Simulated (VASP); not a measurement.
# Cs2Ba (Fm-3m) in VASP: relaxation of the atoms with RPBE

Aim: the relaxation of the atoms of Cs2Ba with RPBE.

Program: VASP 6.6.1. These are calculated values, not measurements. Logs are shortened: lines on timing, memory, paths and dates and some standing lists are left out, and cuts for length are marked.

## (1) Starting point

Symmetry: Fm-3m, No. 225, cubic system. The conventional cell has a = 8.288 Å, b = 8.288 Å, c = 8.288 Å, α = 90.00°, β = 90.00°, γ = 90.00°. Around Cs (site symmetry -43m) lie 4 Ba at 3.59 Å. Ba (site symmetry m-3m) has 8 Cs at 3.59 Å as nearest neighbours.

The cell was built by a generator and needn't be a form met in nature.

## (2) Relaxation of the atoms, RPBE

INCAR reads:

```
SYSTEM = Cs2Ba
  ALGO = Normal
  EDIFF = 1E-7
  EDIFFG = -0.01
  ENCUT = 520
  GGA = RP
  IBRION = 2
  ISIF = 2
  ISMEAR = 1
  LASPH = .TRUE.
  LCHARG = .FALSE.
  LREAL = .FALSE.
  LWAVE = .FALSE.
  NELM = 60
  NSW = 40
  PREC = Accurate
  SIGMA = 0.2
```

KPOINTS reads:

```
k-points
0
G
  6 6 6
  0 0 0
```

POSCAR reads:

```
Cs2Ba
1.0
    0.0000000000      4.1442049100      4.1442049100
    4.1442049100      0.0000000000      4.1442049100
    4.1442049100      4.1442049100      0.0000000000
Cs Ba
2 1
Direct
    0.7500000000      0.7500000000      0.7500000000
    0.2500000000      0.2500000000      0.2500000000
    0.0000000000      0.0000000000      0.0000000000
```

Potentials or basis: VASP PAW PBE potentials, release 64 (Cs_sv, Ba_sv).

Run with:

```
$ cat potpaw_PBE.64/Cs_sv/POTCAR potpaw_PBE.64/Ba_sv/POTCAR > POTCAR
$ mpirun -np 1 vasp_std > vasp.out
```

OUTCAR:

```text
SYSTEM = Cs2Ba
   EDIFF = 1E-7
   EDIFFG = -0.01
   ENCUT = 520
   GGA = RP
   IBRION = 2
   ISIF = 2
   ISMEAR = 1
   LASPH = .TRUE.
   LREAL = .FALSE.
   NELM = 60
   NSW = 40
   PREC = Accurate

 ion  position               nearest neighbor table
   1  0.750  0.750  0.750-   3 3.59   3 3.59   3 3.59   3 3.59
   2  0.250  0.250  0.250-   3 3.59   3 3.59   3 3.59   3 3.59
   3  0.000  0.000  0.000-   1 3.59   2 3.59   1 3.59   1 3.59   1 3.59   2 3.59   2 3.59   2 3.59

  LATTYP: Found a face centered cubic cell.
 ALAT       =     8.2884098200

  Lattice vectors:

 A1 = (   0.0000000000,   4.1442049100,   4.1442049100)
 A2 = (   4.1442049100,   0.0000000000,   4.1442049100)
 A3 = (   4.1442049100,   4.1442049100,   0.0000000000)

Analysis of symmetry for initial positions (statically):
=====================================================================
 Subroutine PRICEL returns:
 Original cell was already a primitive cell.

 Routine SETGRP: Setting up the symmetry group for a
 face centered cubic supercell.

 Subroutine GETGRP returns: Found 48 space group operations
 (whereof 48 operations were pure point group operations)
 out of a pool of 48 trial point group operations.

The static configuration has the point symmetry O_h .

Analysis of symmetry for dynamics (positions and initial velocities):
=====================================================================
 Subroutine PRICEL returns:
 Original cell was already a primitive cell.

 Routine SETGRP: Setting up the symmetry group for a
 face centered cubic supercell.

 Subroutine GETGRP returns: Found 48 space group operations
 (whereof 48 operations were pure point group operations)
 out of a pool of 48 trial point group operations.

The dynamic configuration has the point symmetry O_h .

 Subroutine INISYM returns: Found 48 space group operations
 (whereof 48 operations are pure point group operations),
 and found     1 'primitive' translations

----------------------------------------------------------------------------------------

                                     Primitive cell

  volume of cell :     142.3488

  direct lattice vectors                    reciprocal lattice vectors
     0.000000000  4.144204910  4.144204910    -0.120650405  0.120650405  0.120650405
     4.144204910  0.000000000  4.144204910     0.120650405 -0.120650405  0.120650405
     4.144204910  4.144204910  0.000000000     0.120650405  0.120650405 -0.120650405

  length of vectors
     5.860790789  5.860790789  5.860790789     0.208972631  0.208972631  0.208972631

  position of ions in fractional coordinates (direct lattice)
     0.750000000  0.750000000  0.750000000
     0.250000000  0.250000000  0.250000000
     0.000000000  0.000000000  0.000000000

  ion indices of the primitive-cell ions
   primitive index   ion index
                 1           1
                 2           2
                 3           3

----------------------------------------------------------------------------------------

 KPOINTS: k-points

Automatic generation of k-mesh.
 Grid dimensions read from file:
 generate k-points for:    6    6    6

 Generating k-lattice:

  Cartesian coordinates                     Fractional coordinates (reciprocal lattice)
    -0.020108401  0.020108401  0.020108401     0.166666667  0.000000000  0.000000000
     0.020108401 -0.020108401  0.020108401     0.000000000  0.166666667  0.000000000
     0.020108401  0.020108401 -0.020108401     0.000000000  0.000000000  0.166666667

  Length of vectors
     0.034828772  0.034828772  0.034828772

  Shift w.r.t. Gamma in fractional coordinates (k-lattice)
     0.000000000  0.000000000  0.000000000

 Subroutine IBZKPT returns following result:
 ===========================================

 Found     16 irreducible k-points:

 Following reciprocal coordinates:
            Coordinates               Weight
  0.000000  0.000000  0.000000      1.000000
  0.166667  0.000000  0.000000      8.000000
  0.333333  0.000000  0.000000      8.000000
  0.500000  0.000000  0.000000      4.000000
  0.166667  0.166667  0.000000      6.000000
  0.333333  0.166667  0.000000     24.000000
[... 8 lines left out ...]
 -0.333333  0.333333  0.166667     24.000000
 -0.333333  0.500000  0.166667     12.000000
   k-points           NKPTS =     16   k-points in BZ     NKDIM =     16   number of bands    NBANDS=     18
   number of dos      NEDOS =    301   number of ions     NIONS =      3
   total plane-waves  NPLWV = 110592
   dimension x,y,z NGX =    48 NGY =   48 NGZ =   48
   dimension x,y,z NGXF=    96 NGYF=   96 NGZF=   96
   ions per type =               2   1
   NGX,Y,Z   is equivalent  to a cutoff of  13.62, 13.62, 13.62 a.u.
   NGXF,Y,Z  is equivalent  to a cutoff of  27.23, 27.23, 27.23 a.u.
 SYSTEM =  Cs2Ba
   PREC   = accura    normal or accurate (medium, high low for compatibility)
   ISTART =      0    job   : 0-new  1-cont  2-samecut
   ICHARG =      2    charge: 1-file 2-atom 10-const
   ISPIN  =      1    spin polarized calculation?
   LNONCOLLINEAR =      F non collinear calculations
   LSORBIT =      F    spin-orbit coupling
   LASPH  =      T    aspherical Exc in radial PAW
   ENCUT  =  520.0 eV  38.22 Ry    6.18 a.u.  10.90 10.90 10.90*2*pi/ulx,y,z
   NELM   =     60;   NELMIN=  2; NELMDL= -5     # of ELM steps
   EDIFF  = 0.1E-06   stopping-criterion for ELM
   LREAL  =      F    real-space projection
   EDIFFG = -.1E-01   stopping-criterion for IOM
   NSW    =     40    number of steps for IOM
   IBRION =      2    ionic relax: 0-MD 1-quasi-New 2-CG
   NFREE  =      1    steps in history (QN), initial steepest desc. (CG)
   ISIF   =      2    stress and relaxation
   ISYM   =      2    0-nonsym 1-usesym 2-fastsym
   POTIM  = 0.5000    time-step for ionic-motion
   TEBEG  =    0.0;   TEEND  =   0.0 temperature during run
   PSTRESS=    0.0 pullay stress
   NELECT =      28.0000    total number of electrons
   NUPDOWN=      -1.0000    fix difference up-down
   EMIN   =  10.00;   EMAX   =-10.00  energy-range for DOS
   EFERMI =   0.00;   METHOD = LEGACY
   ISMEAR =     1;   SIGMA  =   0.20  broadening in eV -4-tet -1-fermi 0-gaus
   EFERMI_NEDOS =   21; number of points for ismear=-14 and -15
   IALGO  =     38    algorithm
   IMIX   =      4    mixing-type and parameters
     AMIX     =   0.40;   BMIX     =  1.00
     AMIX_MAG =   1.60;   BMIX_MAG =  1.00
  volume/ion in A,a.u.               =      47.45       320.21
  Fermi-wavevector in a.u.,A,eV,Ry     =   0.952086  1.799182 12.333249  0.906468
  Thomas-Fermi vector in A             =   2.080617
   LORBIT       =      0    0 simple, 1 ext, 2 COOP (PROOUT), +10 PAW based schemes
   GGA     = RP    functional components
   LHFCALC =     F    Hartree Fock is set to
   AEXX    =    0.0000 exact exchange contribution
   IVDW    =     0    specifies the selected vdW correction
   LEPSILON=     F    determine dielectric tensor
   LRPA    =     F    only Hartree local field effects (RPA)
 conjugate gradient relaxation of ions
 non-spin polarized calculation
 Methfessel and Paxton  Order N= 1 SIGMA  =   0.20
  energy-cutoff  :      520.00
  volume of cell :      142.35
 maximum number of plane-waves:      3860
 NGX is ok and might be reduce to    48
   NGX = 21   NGY = 21   NGZ = 21

 number of electron      28.0000000 magnetization

 Free energy of the ion-electron system (eV)
  ---------------------------------------------------
  ext. energy  EPLUGINS =         0.00000000
  ---------------------------------------------------
  free energy    TOTEN  =         0.73249188 eV

  energy without entropy =        0.75106756  energy(sigma->0) =        0.73868377

 E-fermi :   3.4411     XC(G=0):  -8.1216

 val. band max:        3.4102947612   @ k =   0.5000   0.3333   0.0000
 cond. band min:       3.4498841443   @ k =  -0.3333   0.3333   0.1667
 fundamental gap:      0.0395893832
 Fermi energy:         3.4411456100

 k-point     1 :       0.0000    0.0000    0.0000
  band No.  band energies     occupation
      1     -25.9802      2.00000
      2     -20.2759      2.00000
      3     -20.0913      2.00000
      4     -11.3882      2.00000
      5     -11.3882      2.00000
      6     -11.3882      2.00000
[... 10 lines left out ...]
     17       4.6704     -0.00000
     18       4.6704     -0.00000

 k-point     2 :       0.1667    0.0000    0.0000
  band No.  band energies     occupation
      1     -25.9786      2.00000
      2     -20.2684      2.00000
      3     -20.1056      2.00000
      4     -11.3974      2.00000
      5     -11.3974      2.00000
      6     -11.3837      2.00000
[... 10 lines left out ...]
     17       4.6796     -0.00000
     18       4.6796     -0.00000

 k-point     3 :       0.3333    0.0000    0.0000
  band No.  band energies     occupation
      1     -25.9754      2.00000
      2     -20.2428      2.00000
      3     -20.1450      2.00000
      4     -11.4154      2.00000
      5     -11.4154      2.00000
      6     -11.3682      2.00000
[... 10 lines left out ...]
     17       4.6247     -0.00000
     18       4.6271     -0.00000

 k-point     4 :       0.5000    0.0000    0.0000
  band No.  band energies     occupation
      1     -25.9738      2.00000
      2     -20.2047      2.00000
      3     -20.1901      2.00000
      4     -11.4242      2.00000
      5     -11.4242      2.00000
      6     -11.3573      2.00000
[... 207 lines left out ...]
      4     -11.4482      2.00000
      5     -11.4187      2.00000
      6     -11.3485      2.00000
[... 10 lines left out ...]
     17       4.3937     -0.00000
     18       4.5463     -0.00000

 k-point    15 :      -0.3333    0.3333    0.1667
  band No.  band energies     occupation
      1     -25.9722      2.00000
      2     -20.2022      2.00000
      3     -20.1985      2.00000
      4     -11.4591      2.00000
      5     -11.3876      2.00000
      6     -11.3736      2.00000
[... 10 lines left out ...]
     17       4.5420     -0.00000
     18       4.6414     -0.00000

 k-point    16 :      -0.3333    0.5000    0.1667
  band No.  band energies     occupation
      1     -25.9717      2.00000
      2     -20.2213      2.00000
      3     -20.1811      2.00000
      4     -11.4738      2.00000
      5     -11.4233      2.00000
      6     -11.3283      2.00000
[... 10 lines left out ...]
     17       4.5380     -0.00000
     18       5.0101     -0.00000

------------------------ aborting loop because EDIFF is reached ----------------------------------------

  FORCE on cell =-STRESS in cart. coord.  units (eV):
  Direction    XX          YY          ZZ          XY          YZ          ZX
  --------------------------------------------------------------------------------------
  -------------------------------------------------------------------------------------
  Total        4.7436486      4.7436486      4.7436486      0.0000000     -0.0000000      0.0000000
  in kB       53.3911691     53.3911691     53.3911691      0.0000000     -0.0000000      0.0000000
  external PRESSURE =      53.3911691 kB  Pullay stress =       0.0000000 kB

 VOLUME and BASIS-vectors are now :
 -----------------------------------------------------------------------------
  energy-cutoff  :      520.00
  volume of cell :      142.35
      direct lattice vectors                 reciprocal lattice vectors
     0.000000000  4.144204910  4.144204910    -0.120650405  0.120650405  0.120650405
     4.144204910  0.000000000  4.144204910     0.120650405 -0.120650405  0.120650405
     4.144204910  4.144204910  0.000000000     0.120650405  0.120650405 -0.120650405

 POSITION                                       TOTAL-FORCE (eV/Angst)
 -----------------------------------------------------------------------------------
      6.21631      6.21631      6.21631        -0.000000      0.000000      0.000000
      2.07210      2.07210      2.07210        -0.000000     -0.000000     -0.000000
      0.00000      0.00000      0.00000         0.000000     -0.000000      0.000000
 -----------------------------------------------------------------------------------
    total drift:                               -0.000000     -0.000000     -0.000000

  FREE ENERGIE OF THE ION-ELECTRON SYSTEM (eV)
  ---------------------------------------------------
  free  energy   TOTEN  =         0.7324918775 eV

  energy  without entropy=        0.7510675647  energy(sigma->0) =        0.73868377

 reached required accuracy - stopping structural energy minimisation
```

It took 2.5 min on 1 thread of Intel Xeon Platinum 8175M at 2.50GHz (Skylake/Cascade Lake), shared host; peak memory 0.32 GiB.

What came out:

```yaml
Free_energy: 0.7325 eV
Pressure_after_relaxing: 5.3 GPa
Band_gap_on_the_k_mesh: none (metal or under the smearing width)
```

Final structure:
```yaml
crystal:
  lattice:
    - [0.00000, 4.14420, 4.14420]
    - [4.14420, 0.00000, 4.14420]
    - [4.14420, 4.14420, 0.00000]
  atoms:
    - { symbol: Cs, position: [0.75000, 0.75000, 0.75000] }
    - { symbol: Cs, position: [0.25000, 0.25000, 0.25000] }
    - { symbol: Ba, position: [0.00000, 0.00000, 0.00000] }
```

Levels at points of the mesh, in eV from the Fermi level:
| k point | band 10 | band 11 | band 12 | band 13 | band 14 | band 15 | band 16 | band 17 | band 18 |
| --- | --- | --- | --- | --- | --- | --- | --- | --- | --- |
| (0.00, 0.00, 0.00) | -10.16 | -10.16 | -10.16 | -1.90 | -0.63 | -0.63 | 1.23 | 1.23 | 1.23 |
| (0.50, 0.00, 0.00) | -10.51 | -10.42 | -10.42 | 0.11 | 0.11 | 0.16 | 0.21 | 0.86 | 1.19 |
| (0.50, 0.50, 0.00) | -10.22 | -10.22 | -10.11 | -1.04 | -0.23 | 0.48 | 1.01 | 1.01 | 1.28 |

Caveat: the relaxation stopped at its first step, so nothing moved; the PAW data sets were made with another functional, which shifts forces and pressure a little.
